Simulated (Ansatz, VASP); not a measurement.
# Ta (Ta(111)) in two plane-wave programs, part 2 of 2

Wanted: the spread between two codes on one cell, functional and k mesh. Of the first pair: The structure shown is the start of the Ansatz relaxation below; VASP solves that cell, so the two are compared at the walk's first step.

VASP 6.6.1 and Ansatz 0.2.0.

So far: The starting structure; Ansatz: relaxation, PBE.

### 3. VASP: single point, PBE, start cell, pair 1

Level of this step: PBE; plane waves and PAW (Ta_pv) (VASP).

The same cell, functional, mesh and smearing now go to VASP, with its own data sets.

Lines of VASP's logs that name or quote its potential files are left out, and so is its time.

Contents of INCAR:

```
SYSTEM = Ta
PREC = Accurate
ENCUT = 400
EDIFF = 1E-06
NELM = 120
ISMEAR = -1
SIGMA = 0.1
LREAL = .FALSE.
ALGO = Normal
GGA = PE
NBANDS = 81
LASPH = .TRUE.
LORBIT = 11
LWAVE = .FALSE.
LCHARG = .FALSE.
ISIF = 2
LDIPOL = .TRUE.
IDIPOL = 3
DIPOL = 0.5 0.5 0.5
LVHAR = .TRUE.
GGA_COMPAT = .FALSE.
NELMDL = -8
KPAR = 2
```

Contents of POSCAR:

```
Ta
1.0
    4.6810468915      0.0000000000      0.0000000000
    2.3405234457      4.0539055243      0.0000000000
    0.0000000000      0.0000000000     28.5106616506
Ta
12
Direct
    0.3333334481      0.3333332577      0.3156713832
    0.6666667814      0.6666665910      0.3491856879
    0.0000001147      0.9999999243      0.3826999749
    0.3333334481      0.3333332577      0.4162142621
    0.6666667814      0.6666665910      0.4497285667
    0.0000001147      0.9999999243      0.4832428538
    0.3333334481      0.3333332577      0.5167571584
    0.6666667814      0.6666665910      0.5502714455
    0.0000001147      0.9999999243      0.5837857502
    0.3333334481      0.3333332577      0.6173000373
    0.6666667814      0.6666665910      0.6508143244
    0.0000001147      0.9999999243      0.6843286290
```

Contents of KPOINTS:

```
Automatic mesh
0
Gamma
8 8 1
0 0 0
```

PAW data sets: Ta_pv (PBE family, release 64).

Command:

```sh
$ mpirun -np 2 vasp_std
```

Numbers of over 12 decimals in the logs are rounded to 6 here.

What it wrote:

```text
[banner, memory and clock lines left out]
running    2 mpi-ranks, on    1 nodes
 distrk:  each k-point on    1 cores,    2 groups
 distr:  one band on    1 cores,    1 groups

 POSCAR found type information on POSCAR Ta
 POSCAR found :  1 types and      12 ions
 LDA part: xc-table for (Slater+PW92), standard interpolation
 POSCAR, INCAR and KPOINTS ok, starting setup
 FFT: planning ... GRIDC
 FFT: planning ... GRID_SOFT
 FFT: planning ... GRID
 WAVECAR not read
 entering main loop
       N       E                     dE             d eps       ncg     rms          rms(c)
DAV:   1     0.103163287475E+04    0.10316E+04   -0.67450E+04  2028   0.120E+03
DAV:   2    -0.950851982187E+02   -0.11267E+04   -0.11028E+04  1902   0.364E+02
DAV:   3    -0.145843021397E+03   -0.50758E+02   -0.48454E+02  2062   0.661E+01
DAV:   4    -0.148334185206E+03   -0.24912E+01   -0.24585E+01  2184   0.126E+01
DAV:   5    -0.148435162412E+03   -0.10098E+00   -0.10059E+00  2224   0.219E+00
DAV:   6    -0.148438808015E+03   -0.36456E-02   -0.36398E-02  2200   0.414E-01
DAV:   7    -0.148439012132E+03   -0.20412E-03   -0.20397E-03  2216   0.836E-02
DAV:   8    -0.148439024601E+03   -0.12469E-04   -0.12464E-04  1888   0.178E-02    0.442E+01
DAV:   9    -0.189635600381E+03   -0.41197E+02   -0.29855E+02  2415   0.588E+01    0.339E+01
DAV:  10    -0.156979039949E+03    0.32657E+02   -0.60076E+02  2472   0.517E+01    0.277E+01
DAV:  11    -0.146108741322E+03    0.10870E+02   -0.15797E+02  2152   0.291E+01    0.135E+01
DAV:  12    -0.138078696778E+03    0.80300E+01   -0.27677E+01  2200   0.135E+01    0.820E+00
DAV:  13    -0.136166312627E+03    0.19124E+01   -0.38402E+00  2304   0.596E+00    0.544E+00
DAV:  14    -0.136181205407E+03   -0.14893E-01   -0.29618E-01  2127   0.165E+00    0.538E+00
[...]
DAV:  31    -0.134763238328E+03    0.21653E-05   -0.19233E-05  1960   0.171E-02    0.614E-02
DAV:  32    -0.134763227204E+03    0.11123E-04   -0.24454E-05  1872   0.238E-02    0.310E-02
DAV:  33    -0.134763247221E+03   -0.20017E-04   -0.13662E-05  1760   0.146E-02    0.139E-02
DAV:  34    -0.134763265210E+03   -0.17989E-04   -0.36509E-06  1432   0.606E-03    0.667E-03
DAV:  35    -0.134763271635E+03   -0.64246E-05   -0.74702E-07  1240   0.264E-03    0.714E-03
DAV:  36    -0.134763275273E+03   -0.36382E-05   -0.44826E-07  1184   0.179E-03    0.644E-03
DAV:  37    -0.134763278774E+03   -0.35008E-05   -0.12358E-06  1232   0.489E-03    0.803E-04
DAV:  38    -0.134763279396E+03   -0.62214E-06   -0.20952E-07  1072   0.138E-03
   1 F= -.13476328E+03 E0= -.13447200E+03  d E =-.582551E+00
```

OUTCAR, selected parts (step 3):

```text
ion  position               nearest neighbor table
   1  0.333  0.333  0.316-   4 2.87   2 2.87   2 2.87   2 2.87   3 3.31   3 3.31   3 3.31
   2  0.667  0.667  0.349-   5 2.87   3 2.87   3 2.87   3 2.87   1 2.87   1 2.87   1 2.87   4 3.31
                             4 3.31   4 3.31
   3  0.000  1.000  0.383-   6 2.87   2 2.87   2 2.87   2 2.87   4 2.87   4 2.87   4 2.87   1 3.31
                             1 3.31   1 3.31   5 3.31   5 3.31   5 3.31
   4  0.333  0.333  0.416-   1 2.87   3 2.87   3 2.87   3 2.87   5 2.87   5 2.87   5 2.87   7 2.87
                             2 3.31   2 3.31   2 3.31   6 3.31   6 3.31   6 3.31
   5  0.667  0.667  0.450-   8 2.87   2 2.87   6 2.87   6 2.87   6 2.87   4 2.87   4 2.87   4 2.87
                             7 3.31   7 3.31   7 3.31   3 3.31   3 3.31   3 3.31
   6  0.000  1.000  0.483-   3 2.87   5 2.87   5 2.87   5 2.87   7 2.87   7 2.87   7 2.87   9 2.87
                             4 3.31   8 3.31   4 3.31   8 3.31   8 3.31   4 3.31
   7  0.333  0.333  0.517-  10 2.87   8 2.87   8 2.87   8 2.87   6 2.87   6 2.87   6 2.87   4 2.87
                             5 3.31   5 3.31   5 3.31   9 3.31   9 3.31   9 3.31
   8  0.667  0.667  0.550-   5 2.87  11 2.87   7 2.87   7 2.87   7 2.87   9 2.87   9 2.87   9 2.87
                             6 3.31   6 3.31   6 3.31  10 3.31  10 3.31  10 3.31
   9  0.000  1.000  0.584-  12 2.87  10 2.87  10 2.87  10 2.87   8 2.87   8 2.87   8 2.87   6 2.87
                            11 3.31  11 3.31  11 3.31   7 3.31   7 3.31   7 3.31
  10  0.333  0.333  0.617-   7 2.87   9 2.87  11 2.87   9 2.87  11 2.87  11 2.87   9 2.87  12 3.31
                            12 3.31  12 3.31   8 3.31   8 3.31   8 3.31
  11  0.667  0.667  0.651-   8 2.87  10 2.87  10 2.87  10 2.87  12 2.87  12 2.87  12 2.87   9 3.31
                             9 3.31   9 3.31
  12  0.000  1.000  0.684-   9 2.87  11 2.87  11 2.87  11 2.87  10 3.31  10 3.31  10 3.31

  LATTYP: Found a hexagonal cell.
 ALAT       =     4.6810468914
 C/A-ratio  =     6.0906592717

 Subroutine GETGRP returns: Found 12 space group operations
 (whereof  6 operations were pure point group operations)

The static configuration has the point symmetry C_3v.
 The point group associated with its full space group is D_3d.

 Found     10 irreducible k-points:

   k-points           NKPTS =     10   k-points in BZ     NKDIM =     10   number of bands    NBANDS=     81

   dimension x,y,z NGX =    32 NGY =   32 NGZ =  192
   dimension x,y,z NGXF=    64 NGYF=   64 NGZF=  384

   ENCUT  =  400.0 eV  29.40 Ry    5.42 a.u.   7.63  7.63 46.49*2*pi/ulx,y,z

   NELECT =     132.0000    total number of electrons

 k-points in reciprocal lattice and weights: Automatic mesh
   0.00000000  0.00000000  0.00000000       0.016
   0.12500000  0.00000000  0.00000000       0.094
   0.25000000  0.00000000  0.00000000       0.094
   0.37500000  0.00000000  0.00000000       0.094
   0.50000000  0.00000000  0.00000000       0.047
   0.25000000  0.12500000  0.00000000       0.094
   0.37500000  0.12500000  0.00000000       0.188
   0.50000000  0.12500000  0.00000000       0.188
   0.50000000  0.25000000  0.00000000       0.094
  -0.37500000  0.25000000  0.00000000       0.094

 dipolmoment           0.000000      0.000000     -0.000000 electrons x Angstroem

 average (electrostatic) potential at core
       1 -42.7552       2 -41.8978       3 -42.1368       4 -41.8604       5 -41.7478
       6 -41.8004       7 -41.8004       8 -41.7478       9 -41.8604      10 -42.1368
      11 -41.8978      12 -42.7552

 E-fermi :   0.2030

 k-point     1 :       0.0000    0.0000    0.0000
  band No.  band energies     occupation
    ...
     65      -0.2049      1.96671
     66      -0.2049      1.96671
     67       0.1608      1.20785
     68       0.1608      1.20785
     69       0.2742      0.65855
     70       0.4756      0.12297
     71       0.6793      0.01694
     72       0.6793      0.01694
     73       1.4292      0.00001
     74       2.1796      0.00000
    ...

 k-point     2 :       0.1250    0.0000    0.0000
  band No.  band energies     occupation
    ...
     64      -0.1241      1.92683
     65      -0.0332      1.82780
     66       0.0131      1.73972
     67       0.1911      1.05976
     68       0.2735      0.66138
     69       0.4086      0.22699
     70       0.5686      0.05038
     71       0.6498      0.02268
     72       0.9076      0.00174
     73       1.4265      0.00001
    ...

 k-point     3 :       0.2500    0.0000    0.0000
  band No.  band energies     occupation
    ...
     62      -0.2246      1.97258
     63       0.0481      1.64972
     64       0.1156      1.41129
     65       0.2308      0.86179
     66       0.2709      0.67330
     67       0.4030      0.23854
     68       0.4072      0.22982
     69       0.5486      0.06118
     70       0.6597      0.02058
     71       0.8607      0.00278
    ...

  Total       -7.6999744     -7.6999744     -8.8339664      0.0000000     -0.0000000     -0.0000000
  in kB      -22.8021580    -22.8021580    -26.1602816      0.0000000     -0.0000000     -0.0000000
  external PRESSURE =     -23.9215325 kB  Pullay stress =       0.0000000 kB

  energy-cutoff  :      400.00
  volume of cell :      541.03
      direct lattice vectors                 reciprocal lattice vectors
     4.681046892  0.000000000  0.000000000     0.213627426 -0.123337852  0.000000000
     2.340523446  4.053905524  0.000000000     0.000000000  0.246675704  0.000000000
     0.000000000  0.000000000 28.510661651     0.000000000  0.000000000  0.035074598

 POSITION                                       TOTAL-FORCE (eV/Angst)
 -----------------------------------------------------------------------------------
      2.34052      1.35130      9.00000         0.000000      0.000000      1.940451
      4.68105      2.70260      9.95552         0.000000      0.000000      0.139203
      2.34052      4.05391     10.91103        -0.000000     -0.000000     -1.307274
      2.34052      1.35130     11.86654         0.000000      0.000000     -0.675684
      4.68105      2.70260     12.82206        -0.000000      0.000000     -0.228002
      2.34052      4.05391     13.77757         0.000000      0.000000     -0.278129
      2.34052      1.35130     14.73309        -0.000000      0.000000      0.278129
      4.68105      2.70260     15.68860        -0.000000     -0.000000      0.228002
      2.34052      4.05391     16.64412        -0.000000     -0.000000      0.675684
      2.34052      1.35130     17.59963        -0.000000      0.000000      1.307274
      4.68105      2.70260     18.55515        -0.000000     -0.000000     -0.139203
      2.34052      4.05391     19.51066        -0.000000     -0.000000     -1.940451
 -----------------------------------------------------------------------------------
    total drift:                               -0.000996      0.000849     -0.000445

  FREE ENERGIE OF THE ION-ELECTRON SYSTEM (eV)
  ---------------------------------------------------
  free  energy   TOTEN  =      -134.7632793957 eV

  energy  without entropy=     -134.1807282096  energy(sigma->0) =     -134.47200380

 vacuum level on the upper side and lower side of the slab         3.720         3.720

 total charge
# of ion       s       p       d       tot
------------------------------------------
    1        0.381   6.015   2.339   8.735
    2        0.383   6.106   2.410   8.900
    3        0.368   6.148   2.326   8.841
    4        0.366   6.175   2.365   8.905
    5        0.369   6.167   2.388   8.925
    6        0.370   6.176   2.367   8.913
    7        0.370   6.176   2.367   8.913
    8        0.369   6.167   2.388   8.925
    9        0.366   6.175   2.365   8.905
   10        0.368   6.148   2.326   8.841
   11        0.383   6.106   2.410   8.900
   12        0.381   6.015   2.339   8.735
--------------------------------------------------
tot          4.472  73.576  28.390 106.439

[... 3 further parts left out ...]
```

### 4. Comparison

Known differences besides the potentials themselves: the data sets hold 156 valence electrons in Ansatz (on its default PAW (the set named soft_2) files) and 132 in VASP; the cutoff is 420 eV in Ansatz and 400 eV in VASP. Total energies have different zeros and are not compared.

Forces on 8 of the 12 atoms, those with the largest forces and the largest differences (eV/Å; atoms numbered as in POSCAR):

| atom | Ansatz x, y, z | VASP x, y, z |
| --- | --- | --- |
| Ta1 | 0.000, 0.000, 1.938 | 0.000, 0.000, 1.940 |
| Ta3 | 0.000, 0.000, -1.308 | 0.000, 0.000, -1.307 |
| Ta4 | 0.000, 0.000, -0.666 | 0.000, 0.000, -0.676 |
| Ta7 | 0.000, 0.000, 0.276 | 0.000, 0.000, 0.278 |
| Ta9 | 0.000, 0.000, 0.666 | 0.000, 0.000, 0.676 |
| Ta10 | 0.000, 0.000, 1.308 | 0.000, 0.000, 1.307 |
| Ta11 | 0.000, 0.000, -0.145 | 0.000, 0.000, -0.139 |
| Ta12 | 0.000, 0.000, -1.939 | 0.000, 0.000, -1.940 |

The forces differ by 3.1 meV/Å r.m.s., which is 0.5 % of the r.m.s. force of 0.581 eV/Å (both taken over all components). With vacuum in the cell, a pressure given here is an average over mostly empty space and none of the material.

### 5. Ansatz: relaxation, PBE

This run makes the geometry at which the two programs are then compared.

The structure compared here is the end of the Ansatz relaxation.

Contents of input.yaml:

```yaml
crystal:
  lattice:
    - [4.6810468915, 0.0, 0.0]
    - [2.3405234457, 4.0539055243, 0.0]
    - [0.0, 0.0, 28.5106616506]
  atoms:
    - { symbol: Ta, position: [0.3333333333, 0.3333333333, 0.3156713832] }
    - { symbol: Ta, position: [0.6666666667, 0.6666666667, 0.3491856772] }
    - { symbol: Ta, position: [0.0, 0.0, 0.3826999711] }
    - { symbol: Ta, position: [0.3333333333, 0.3333333333, 0.4162142651] }
    - { symbol: Ta, position: [0.6666666667, 0.6666666667, 0.4497285591] }
    - { symbol: Ta, position: [0.0, 0.0, 0.483242853] }
    - { symbol: Ta, position: [0.3333333333, 0.3333333333, 0.516757147] }
    - { symbol: Ta, position: [0.6666666667, 0.6666666667, 0.5502714409] }
    - { symbol: Ta, position: [0.0, 0.0, 0.5837857349] }
    - { symbol: Ta, position: [0.3333333333, 0.3333333333, 0.6173000289] }
    - { symbol: Ta, position: [0.6666666667, 0.6666666667, 0.6508143228] }
    - { symbol: Ta, position: [0.0, 0.0, 0.6843286168] }
kpoints:
  mp_grid: { grid: [8, 8, 1] }
hamiltonian:
  xc: pbe
scf:
  occupations: { method: fermi_dirac, width: 0.1 }
efield:
  axis: 3
  dipole_correction: true
  ramp_width: 0.05
relax:
  f_tol: 0.02
  max_steps: 60
  constraints: [{ sites: [0, 1, 2, 3, 4] }]
output:
  write_potential: true
  write_density: true
  volumetric_format: npy
```

Command:

```sh
$ ansatz run input.yaml --threads 4 --pin off --max-ram 8192MiB --backend cpu --events-out ev --progress --plain --runs-dir out
```

What it wrote:

```text
[...]
Crystal: 12 atoms, lattice volume = 541.033 Å³
Basis set: ecut = 420 eV, 10577 PW (Γ), exchange–correlation on 64×64×384 points (8 copies of the dense FFT grid, shifted against one another)
Bands: 94, of which v1, the nominal top of the filled ones, is band 78 counted from 1 (77 counted from 0)
Symmetry: 6 space group operations
[...]
- { symbol: Ta, position: [0.333333, 0.333333, 0.518168] }
    - { symbol: Ta, position: [0.666667, 0.666667, 0.550575] }
    - { symbol: Ta, position: [-6.960794095726014e-19, 1.0441191143613808e-18, 0.582242] }
    - { symbol: Ta, position: [0.333333, 0.333333, 0.621612] }
    - { symbol: Ta, position: [0.666667, 0.666667, 0.649087] }
    - { symbol: Ta, position: [-4.296596353141694e-18, 6.44489452972784e-18, 0.674798] }
[key lines of the parts left out:]
SCF converged after 3 iterations
Free energy (F): -119180.369308 eV
Fermi energy:    5.360026 eV
Dipole field:    D = -0.011155 V/Å  (p = -0.033353 e·Å, saw-weighted, corrected)
Work function:   Φ+ = 3.8468 eV   Φ− = 3.5288 eV
```

### 6. VASP: single point, PBE, relaxed cell, pair 2

The same cell, functional, mesh and smearing now go to VASP, with its own data sets.

INCAR is that of step 3.

Contents of POSCAR:

```
Ta
1.0
    4.6810468915      0.0000000000      0.0000000000
    2.3405234457      4.0539055243      0.0000000000
    0.0000000000      0.0000000000     28.5106616506
Ta
12
Direct
    0.3333333333      0.3333333333      0.3156713832
    0.6666666666      0.6666666666      0.3491856772
    1.0000000000      1.0000000000      0.3826999711
    0.3333333333      0.3333333333      0.4162142651
    0.6666666666      0.6666666666      0.4497285591
    1.0000000000      1.0000000000      0.4827188883
    0.3333333333      0.3333333333      0.5181675306
    0.6666666666      0.6666666666      0.5505754462
    1.0000000000      1.0000000000      0.5822416346
    0.3333333333      0.3333333333      0.6216124923
    0.6666666666      0.6666666666      0.6490873200
    1.0000000000      1.0000000000      0.6747975551
```

KPOINTS is that of step 3.

Command:

```sh
$ mpirun -np 2 vasp_std
```

What it wrote:

```text
[... set-up lines as in an earlier step ...]
 entering main loop
       N       E                     dE             d eps       ncg     rms          rms(c)
DAV:   1     0.103417223407E+04    0.10342E+04   -0.67585E+04  2036   0.120E+03
DAV:   2    -0.944739727243E+02   -0.11286E+04   -0.11041E+04  1895   0.365E+02
DAV:   3    -0.145140016016E+03   -0.50666E+02   -0.48578E+02  2053   0.664E+01
DAV:   4    -0.147562459720E+03   -0.24224E+01   -0.23902E+01  2200   0.125E+01
[...]
DAV:  39    -0.135146089787E+03   -0.53687E-05   -0.54651E-07  1189   0.998E-04    0.240E-04
DAV:  40    -0.135146091188E+03   -0.14017E-05   -0.12300E-07  1117   0.712E-04    0.226E-04
DAV:  41    -0.135146091848E+03   -0.65911E-06   -0.78037E-08  1053   0.411E-04
   1 F= -.13514609E+03 E0= -.13487951E+03  d E =-.533172E+00
```

Parts of OUTCAR (step 6):

```text
  Total       -4.6315080     -4.6315080     -4.7202559      0.0000000     -0.0000000      0.0000000
  in kB      -13.7154194    -13.7154193    -13.9782311      0.0000000     -0.0000000      0.0000000
  external PRESSURE =     -13.8030233 kB  Pullay stress =       0.0000000 kB

 POSITION                                       TOTAL-FORCE (eV/Angst)
 -----------------------------------------------------------------------------------
      2.34052      1.35130      9.00000         0.000000     -0.000000      1.996814
      4.68105      2.70260      9.95551        -0.000000     -0.000000      0.142453
      0.00000      0.00000     10.91103        -0.000000     -0.000000     -1.411925
      2.34052      1.35130     11.86654         0.000000     -0.000000     -0.585652
      4.68105      2.70260     12.82206        -0.000000     -0.000000     -0.171620
      0.00000      0.00000     13.76263        -0.000000      0.000000     -0.017511
      2.34052      1.35130     14.77330         0.000000     -0.000000      0.012021
      4.68105      2.70260     15.69727         0.000000      0.000000     -0.008315
      0.00000      0.00000     16.60009         0.000000     -0.000000      0.018507
      2.34052      1.35130     17.72258         0.000000      0.000000      0.013270
      4.68105      2.70260     18.50591         0.000000      0.000000     -0.000232
      0.00000      0.00000     19.23892         0.000000     -0.000000      0.012190
 -----------------------------------------------------------------------------------
    total drift:                                0.000001      0.000000      0.000267

  FREE ENERGIE OF THE ION-ELECTRON SYSTEM (eV)
  ---------------------------------------------------
  free  energy   TOTEN  =      -135.1460918476 eV

  energy  without entropy=     -134.6129194573  energy(sigma->0) =     -134.87950565

[... 2 parts as in an earlier step ...]

[... 1 further part left out ...]
[key lines of the parts left out:]
E-fermi :   0.1021
```

### 7. Side by side

What differs besides the data sets and the points named for the pairs above, as far as they apply: the data sets hold 156 valence electrons in Ansatz (on its default PAW (the set named soft_2) files) and 132 in VASP. Total energies have different zeros and are not compared.

Both answers:

| quantity | Ansatz | VASP | difference |
| --- | --- | --- | --- |
| work function, lower of the two faces (eV) | 3.53 | 3.53 | 0.00 |
| work function, higher of the two faces (eV) | 3.85 | 3.85 | 0.00 |

Forces on 8 of the 12 atoms, those with the largest forces and the largest differences (eV/Å; atoms numbered as in POSCAR):

| atom | Ansatz x, y, z | VASP x, y, z |
| --- | --- | --- |
| Ta1 | 0.000, 0.000, 1.996 | 0.000, 0.000, 1.997 |
| Ta2 | 0.000, 0.000, 0.148 | 0.000, 0.000, 0.142 |
| Ta3 | 0.000, 0.000, -1.412 | 0.000, 0.000, -1.412 |
| Ta4 | 0.000, 0.000, -0.577 | 0.000, 0.000, -0.586 |
| Ta5 | 0.000, 0.000, -0.166 | 0.000, 0.000, -0.172 |
| Ta6 | 0.000, 0.000, -0.013 | 0.000, 0.000, -0.018 |
| Ta9 | 0.000, 0.000, 0.015 | 0.000, 0.000, 0.019 |
| Ta12 | 0.000, 0.000, 0.003 | 0.000, 0.000, 0.012 |

The forces differ by 2.9 meV/Å r.m.s., which is 0.7 % of the r.m.s. force of 0.421 eV/Å (both taken over all components). With vacuum in the cell, a pressure given here is an average over mostly empty space and none of the material.

### 8. What came out

```
r.m.s. force difference (single point, PBE, start cell, pair 1)   : 0.54 % of the r.m.s. force
r.m.s. force difference (single point, PBE, relaxed cell, pair 2) : 0.70 % of the r.m.s. force
```

**Reading.** The r.m.s. force difference is 0.70 % of the r.m.s. force (single point, PBE, relaxed cell, pair 2), within the 3 % picked in this series as the mark of a large difference. The data sets hold unlike numbers of valence electrons (156 in Ansatz and 132 in VASP), so part of the differences comes from the potentials. Such differences can come from data sets, numerical settings and the points named under the comparisons, not from the functional's error against experiment.

[Lines on the potential files, build, host, timing and source positions are cut from VASP's logs without a mark.]

[Logs are printed without paths, hosts, clocks, repeated set-up lines and the standing remarks that a program may print on its own settings, such as how far it seeks lower states.]

[Hosts, paths, dates, database ids (printed as entryN), source tags and the programs' standing remarks are cut or masked in the printed files.]
